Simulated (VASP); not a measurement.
Output of a VASP run:

File OUTCAR:
```
 ion  position               nearest neighbor table
   1  0.000  0.500  0.754-   2 2.53   2 2.61   7 2.87   7 2.87   8 2.89   8 2.89
   2  0.000  0.500  0.246-   1 2.53   1 2.61   7 2.87   7 2.87   8 2.89   8 2.89
   3  0.754  0.000  0.500-   4 2.53   4 2.61   7 2.87   7 2.87   8 2.89   8 2.89
   4  0.246  0.000  0.500-   3 2.53   3 2.61   7 2.87   7 2.87   8 2.89   8 2.89
   5  0.500  0.754  0.000-   6 2.53   6 2.61   7 2.87   7 2.87   8 2.89   8 2.89
   6  0.500  0.246  0.000-   5 2.53   5 2.61   7 2.87   7 2.87   8 2.89   8 2.89
   7  0.000  0.000  0.000-   1 2.87   2 2.87   3 2.87   4 2.87   5 2.87   6 2.87   3 2.87   4 2.87
                             1 2.87   2 2.87   5 2.87   6 2.87
   8  0.500  0.500  0.500-   1 2.89   2 2.89   3 2.89   4 2.89   5 2.89   6 2.89   5 2.89   6 2.89
                             3 2.89   4 2.89   1 2.89   2 2.89
  LATTYP: Found a simple cubic cell.
 ALAT       =     5.1461770000
 Subroutine PRICEL returns:
 Original cell was already a primitive cell.
 Subroutine GETGRP returns: Found 24 space group operations
The static configuration has the point symmetry T_h .
The dynamic configuration has the point symmetry T_h .
 Subroutine INISYM returns: Found 24 space group operations
 Subroutine IBZKPT returns following result:
 Found     11 irreducible k-points:

 Following reciprocal coordinates:
            Coordinates               Weight
  0.000000  0.000000  0.000000      1.000000
  0.200000  0.000000  0.000000      6.000000
  0.400000  0.000000  0.000000      6.000000
  0.200000  0.200000  0.000000     12.000000
  0.400000  0.200000  0.000000     12.000000
 -0.200000  0.400000  0.000000     12.000000
  0.400000  0.400000  0.000000     12.000000
  0.200000  0.200000  0.200000      8.000000
  0.400000  0.200000  0.200000     24.000000
  0.400000  0.400000  0.200000     24.000000
  0.400000  0.400000  0.400000      8.000000
   k-points           NKPTS =     11   k-points in BZ     NKDIM =     11   number of bands    NBANDS=     59
   number of dos      NEDOS =    301   number of ions     NIONS =      8
   total plane-waves  NPLWV =  27000
   dimension x,y,z NGX =    30 NGY =   30 NGZ =   30
   dimension x,y,z NGXF=    60 NGYF=   60 NGZF=   60
   ions per type =               6   1   1
   PREC   = accura    normal or accurate (medium, high low for compatibility)
   ISTART =      0    job   : 0-new  1-cont  2-samecut
   ICHARG =      2    charge: 1-file 2-atom 10-const
   ISPIN  =      1    spin polarized calculation?
   LNONCOLLINEAR =      F non collinear calculations
   LSORBIT =      F    spin-orbit coupling
   INIWAV =      1    electr: 0-lowe 1-rand  2-diag
   ENCUT  =  300.0 eV  22.05 Ry    4.70 a.u.   7.27  7.27  7.27*2*pi/ulx,y,z
   NELM   =    100;   NELMIN=  2; NELMDL= -5     # of ELM steps
   EDIFF  = 0.1E-05   stopping-criterion for ELM
   LREAL  =      F    real-space projection
   NLSPLINE    = F    spline interpolate recip. space projectors
   LMAXMIX     =    6 max onsite mixed and CHGCAR
   VOSKOWN=      0    Vosko Wilk Nusair interpolation
   EDIFFG = 0.1E-04   stopping-criterion for IOM
   NSW    =      0    number of steps for IOM
   NBLOCK =      1;   KBLOCK =      1    inner block; outer block
   IBRION =     -1    ionic relax: 0-MD 1-quasi-New 2-CG
   NFREE  =      0    steps in history (QN), initial steepest desc. (CG)
   ISIF   =      2    stress and relaxation
   ISYM   =      2    0-nonsym 1-usesym 2-fastsym
   TEIN   =    0.0    initial temperature
   TEBEG  =    0.0;   TEEND  =   0.0 temperature during run
   SMASS  =  -3.00    Nose mass-parameter (am)
   PSTRESS=    0.0 pullay stress
   NELECT =      99.0000    total number of electrons
   EFERMI =   0.00;   METHOD = LEGACY
   ISMEAR =    -1;   SIGMA  =   0.05  broadening in eV -4-tet -1-fermi 0-gaus
   IALGO  =     38    algorithm
   LDIAG  =      T    sub-space diagonalisation (order eigenvalues)
   IMIX   =      4    mixing-type and parameters
     AMIX     =   0.40;   BMIX     =  1.00
     AMIX_MAG =   1.60;   BMIX_MAG =  1.00
     AMIN     =   0.10
   GGA     = PS    functional components
   VOSKOWN =     0    Vosko Wilk Nusair interpolation
   LHFCALC =     F    Hartree Fock is set to
   LHFONE  =     F    Hartree Fock one center treatment
   AEXX    =    0.0000 exact exchange contribution
...
```

OSZICAR:
```
       N       E                     dE             d eps       ncg     rms          rms(c)
DAV:   1     0.840836310870E+03    0.84084E+03   -0.41035E+04  1370   0.118E+03
DAV:   2    -0.435316714472E+01   -0.84519E+03   -0.82152E+03  1550   0.498E+02
DAV:   3    -0.796380051081E+02   -0.75285E+02   -0.73536E+02  2236   0.101E+02
DAV:   4    -0.842856578978E+02   -0.46477E+01   -0.45894E+01  2116   0.256E+01
DAV:   5    -0.846357191112E+02   -0.35006E+00   -0.34738E+00  2092   0.661E+00    0.246E+01
DAV:   6    -0.800848783348E+02    0.45508E+01   -0.26152E+01  1428   0.240E+01    0.138E+01
DAV:   7    -0.789610713126E+02    0.11238E+01   -0.60407E+00  1833   0.137E+01    0.438E+00
DAV:   8    -0.787916889631E+02    0.16938E+00   -0.14634E+00  1700   0.527E+00    0.243E+00
DAV:   9    -0.787471370628E+02    0.44552E-01   -0.30202E-01  1705   0.280E+00    0.174E+00
DAV:  10    -0.787444757782E+02    0.26613E-02   -0.62040E-02  1724   0.133E+00    0.734E-01
DAV:  11    -0.787425071068E+02    0.19687E-02   -0.17168E-02  1660   0.655E-01    0.851E-02
DAV:  12    -0.787426217658E+02   -0.11466E-03   -0.17838E-03  2012   0.159E-01    0.425E-02
DAV:  13    -0.787426243966E+02   -0.26308E-05   -0.57701E-05  2076   0.350E-02    0.146E-02
DAV:  14    -0.787426222024E+02    0.21941E-05   -0.85577E-06  1564   0.146E-02    0.477E-03
DAV:  15    -0.787426209471E+02    0.12554E-05   -0.63737E-07   980   0.420E-03    0.281E-03
DAV:  16    -0.787426210980E+02   -0.15095E-06   -0.25491E-07   964   0.312E-03
   1 F= -.78742621E+02 E0= -.78694092E+02  d E =-.970592E-01
```

**OUTCAR**
```
------------------------ aborting loop because EDIFF is reached ----------------------------------------
  FORCE on cell =-STRESS in cart. coord.  units (eV):
  Direction    XX          YY          ZZ          XY          YZ          ZX
  --------------------------------------------------------------------------------------
  Total       -0.0012269     -0.0012269     -0.0012269     -0.0000000      0.0000000      0.0000000
  in kB       -0.0144234     -0.0144234     -0.0144234     -0.0000000      0.0000000      0.0000000
  external PRESSURE =      -0.0144234 kB  Pullay stress =       0.0000000 kB
  volume of cell :      136.29
      direct lattice vectors                 reciprocal lattice vectors
     5.146177000  0.000000000  0.000000000     0.194319006  0.000000000  0.000000000
     0.000000000  5.146177000  0.000000000     0.000000000  0.194319006  0.000000000
     0.000000000  0.000000000  5.146177000     0.000000000  0.000000000  0.194319006
 POSITION                                       TOTAL-FORCE (eV/Angst)
 -----------------------------------------------------------------------------------
      0.00000      2.57309      3.87991         0.000000     -0.000000      0.022619
      0.00000      2.57309      1.26627         0.000000     -0.000000     -0.022619
      3.87991      0.00000      2.57309         0.022619     -0.000000     -0.000000
      1.26627      0.00000      2.57309        -0.022619     -0.000000     -0.000000
      2.57309      3.87991      0.00000         0.000000      0.022619     -0.000000
      2.57309      1.26627      0.00000         0.000000     -0.022619     -0.000000
      0.00000      0.00000      0.00000         0.000000     -0.000000     -0.000000
      2.57309      2.57309      2.57309         0.000000     -0.000000     -0.000000
 -----------------------------------------------------------------------------------
    total drift:                                0.000000      0.000000      0.000000
  FREE ENERGIE OF THE ION-ELECTRON SYSTEM (eV)
  ---------------------------------------------------
  free  energy   TOTEN  =       -78.7426210980 eV

  energy  without entropy=      -78.6455619063  energy(sigma->0) =      -78.69409150
```
(Selected blocks of OUTCAR.)

File POSCAR:
```
Nb6PtAu
1
    5.1461770000     0.0000000000     0.0000000000
    0.0000000000     5.1461770000     0.0000000000
    0.0000000000     0.0000000000     5.1461770000
Nb Pt Au
6 1 1
Direct
  0.0000000000   0.5000000000   0.7539400000
  0.0000000000   0.5000000000   0.2460600000
  0.7539400000   0.0000000000   0.5000000000
  0.2460600000   0.0000000000   0.5000000000
  0.5000000000   0.7539400000   0.0000000000
  0.5000000000   0.2460600000   0.0000000000
  0.0000000000   0.0000000000   0.0000000000
  0.5000000000   0.5000000000   0.5000000000
```

### Question
Reconstruct the remaining input files.

### Answer
This is not unique; one that fits is the input of the run itself, PBEsol GGA, plane waves, VASP's PBE PAW potentials (set 64).

KPOINTS:
```
Automatic mesh
0
G
5 5 5
0 0 0
```

**INCAR**
```
SYSTEM = Nb6PtAu
PREC = Accurate; ENCUT = 300; LREAL = .FALSE.
LASPH = .TRUE.
EDIFF = 1E-6; NELM = 100; ALGO = Normal
LMAXMIX = 6
ISMEAR = -1; SIGMA = 0.05
GGA = PS
ISIF = 2
LWAVE = .FALSE.; LCHARG = .FALSE.
```

POTCAR, in this order: Nb_sv Pt Au (PBE.64 set). Program: vasp_std.

At this cut-off the stress carries a Pulay error, which pulls relaxed volumes low.

The structure comes from a computed database's Nb6PtAu entry (Pm-3); how it stands against other phases isn't given here. The cell was not relaxed at this level. The electron count is odd and the run is not spin-polarised, which forces a metal.
